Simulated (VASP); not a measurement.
CdSb2O4:

```
CELL_PARAMETERS angstrom
4.10811 0.00000 0.00000
0.67734 5.19477 0.00000
0.34473 0.76439 5.89948
ATOMIC_POSITIONS crystal
Cd 0.00000 0.00000 0.00000
Sb 0.00000 0.50000 0.50000
Sb 0.50000 0.00000 0.50000
O 0.30667 0.25095 0.72847
O 0.82931 0.77824 0.71855
O 0.69333 0.74905 0.27153
O 0.17069 0.22176 0.28145
```

The cell was built by a generator and needn't be a form met in nature.

```yaml
Program: VASP 6.6.1
Task: relaxation of cell and atoms
Functional: PBE
Potentials_or_basis: VASP PAW PBE potentials, release 64 (Cd, Sb, O)
Cutoff: 520 eV
k_mesh: 4 × 3 × 3
Occupations: gaussian, width 0.15 eV
Spin: no spin polarisation
```

At the start: pressure 4.3 GPa; volume 17.99 Å³/atom.

Problem. How do energy, volume and symmetry change on relaxing?

Solution. Over 21 steps the energy falls by 264.4 meV/atom and the volume is 16.66 Å³/atom (-7.4 %); space group P-1 (No. 2, to 0.05 Å).

The path:
```tsv
step	energy change (eV)	largest force (eV/Å)	pressure (GPa)	volume (Å³)
1	0.0000	1.3786	4.28	125.90
2	-0.6143	0.9382	-6.63	134.37
3	-0.6417	0.8104	-5.04	132.82
4	-1.1389	0.9769	-2.51	125.41
5	-1.1986	1.2115	-1.14	122.72
6	-1.5191	0.8021	3.44	117.52
7	-1.5247	0.8999	4.48	116.66
8	-1.7129	0.6089	0.61	119.21
9	-1.7169	0.5617	0.02	119.64
10	-1.7500	0.3795	-0.56	119.73
11	-1.7593	0.3883	-0.95	119.80
12	-1.7846	0.3524	-0.04	118.82
13	-1.7984	0.3231	0.97	117.75
14	-1.7999	0.3161	1.30	117.29
15	-1.8188	0.2146	0.75	117.58
16	-1.8301	0.1734	-0.17	118.01
17	-1.8384	0.1281	-0.30	117.92
18	-1.8434	0.1629	-0.46	117.76
19	-1.8478	0.1232	0.06	117.04
20	-1.8482	0.1128	0.59	116.53
21	-1.8508	0.0685	0.46	116.63
```

Final structure:
```xyz
7
Lattice="4.3042 -0.3967 -0.2066 0.1338 4.4363 -0.1238 -0.0254 0.5370 6.0779" Properties=species:S:1:pos:R:3 pbc="T T T"
Cd    0.0000    0.0000    0.0000
Sb    0.0542    2.4866    2.9771
Sb    2.1394    0.0701    2.9357
O     1.1949    1.2663    4.3535
O     3.3722    3.3863    4.1806
O     3.2177    3.3103    1.3940
O     1.0405    1.1903    1.5670
```
